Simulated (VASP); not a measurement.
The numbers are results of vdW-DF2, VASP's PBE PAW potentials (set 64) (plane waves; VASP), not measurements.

VASP input:

**POSCAR**
```
CdTe
1
    0.0000000000     3.4056570687     3.4056570687
    3.4056570687     0.0000000000     3.4056570687
    3.4056570687     3.4056570687     0.0000000000
Cd Te
1 1
Direct
  0.0000000000   0.0000000000   0.0000000000
  0.2500000000   0.2500000000   0.2500000000
```

### KPOINTS
```
Automatic mesh
0
Gamma
6 6 6
0 0 0
```

### INCAR
```
SYSTEM = CdTe
PREC = Accurate
ENCUT = 520
EDIFF = 1E-6
NELM = 100
ALGO = Normal
LREAL = .FALSE.
LASPH = .TRUE.
ISMEAR = 0
SIGMA = 0.05
GGA = ML
ZAB_VDW = -1.8867
LUSE_VDW = .TRUE.
AGGAC = 0.0
LMAXMIX = 4
LWAVE = .FALSE.
LCHARG = .FALSE.
IBRION = 2
ISIF = 3
NSW = 60
EDIFFG = -0.01
```

POTCAR, in this order: Cd Te (PBE.64 set). Program: vasp_std.

The run wrote:

OSZICAR:
```
       N       E                     dE             d eps       ncg     rms          rms(c)
DAV:   1     0.107363302776E+03    0.10736E+03   -0.81501E+03   416   0.117E+03
DAV:   2     0.472758745010E+01   -0.10264E+03   -0.98481E+02   476   0.270E+02
DAV:   3     0.512020241145E+00   -0.42156E+01   -0.42034E+01   496   0.579E+01
DAV:   4     0.471923151359E+00   -0.40097E-01   -0.40095E-01   579   0.506E+00
DAV:   5     0.471795692942E+00   -0.12746E-03   -0.12746E-03   516   0.271E-01    0.408E+00
DAV:   6     0.730071468748E+00    0.25828E+00   -0.54258E-01   456   0.809E+00    0.348E+00
DAV:   7     0.740788942130E+00    0.10717E-01   -0.10536E-01   451   0.229E+00    0.145E+00
DAV:   8     0.739729544902E+00   -0.10594E-02   -0.77729E-03   441   0.119E+00    0.386E-01
DAV:   9     0.739333148815E+00   -0.39640E-03   -0.16458E-03   451   0.438E-01    0.816E-02
DAV:  10     0.739313013492E+00   -0.20135E-04   -0.10233E-04   464   0.120E-01    0.608E-02
DAV:  11     0.739289717229E+00   -0.23296E-04   -0.52810E-05   426   0.734E-02    0.138E-02
DAV:  12     0.739289827648E+00    0.11042E-06   -0.29501E-06   495   0.182E-02
   1 F= 0.73928983E+00 E0= 0.73942750E+00  d E =0.739290E+00
```

OUTCAR:
```
------------------------ aborting loop because EDIFF is reached ----------------------------------------
  FORCE on cell =-STRESS in cart. coord.  units (eV):
  Direction    XX          YY          ZZ          XY          YZ          ZX
  --------------------------------------------------------------------------------------
  Total        0.0114218      0.0114218      0.0114218      0.0000000      0.0000000      0.0000000
  in kB        0.2316396      0.2316396      0.2316396      0.0000000      0.0000000      0.0000000
  external PRESSURE =       0.2316396 kB  Pullay stress =       0.0000000 kB
  volume of cell :       79.00
      direct lattice vectors                 reciprocal lattice vectors
     0.000000000  3.405657069  3.405657069    -0.146814547  0.146814547  0.146814547
     3.405657069  0.000000000  3.405657069     0.146814547 -0.146814547  0.146814547
     3.405657069  3.405657069  0.000000000     0.146814547  0.146814547 -0.146814547
  FREE ENERGIE OF THE ION-ELECTRON SYSTEM (eV)
  ---------------------------------------------------
  free  energy   TOTEN  =         0.7392898276 eV

  energy  without entropy=        0.7395651639  energy(sigma->0) =        0.73942750

 reached required accuracy - stopping structural energy minimisation
```
(Selected blocks of OUTCAR.)

The compound is CdTe in the zinc blende structure. It was relaxed first, which changed the volume by +16 %. The start is the result of an earlier pass.
